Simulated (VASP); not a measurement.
Cost and result of VASP (PAW) for the lattice constant a of BaTiO$_{3}$ (cubic perovskite). Static lattice. The cost counts the five points of the equation of state, each on the mesh and cut-off of its row, so the ratios hold those differences too. With PBE it took about 2 core-minutes. The timings are rough (shared machines, no repeats); factors under 2 mean little.

| level | k-mesh | cut-off (eV) | lattice constant a (Å) | cost over PBE |
|---|---|---|---|---|
| PW91 | 6×6×6 | 520 | 4.032 | within a factor of 2 |
| PBE-D3 (zero damping) | 6×6×6 | 520 | 4.016 | within a factor of 2 |
| RPBE | 6×6×6 | 520 | 4.071 | within a factor of 2 |
| revPBE | 6×6×6 | 520 | ___ | within a factor of 2 |
| PBE | 6×6×6 | 520 | 4.035 | reference |
| PBEsol | 6×6×6 | 520 | 3.986 | within a factor of 2 |
| optB86b-vdW | 6×6×6 | 520 | 4.008 | within a factor of 2 |
| TPSS | 6×6×6 | 520 | 4.018 | about 5 times |
| r2SCAN+rVV10 | 6×6×6 | 520 | ___ | ___ |

Problem. Complete the blanks.

Solution. 
- r2SCAN+rVV10, lattice constant a (Å): 4.000
- r2SCAN+rVV10, cost over PBE: about 6 times
- revPBE, lattice constant a (Å): 4.061

Left out are levels that failed, ran on another kind of processor or have no fit band path; at most nine are shown.

The compound is BaTiO3 in the cubic perovskite structure, the ideal cubic form; the compound distorts at low or room temperature.
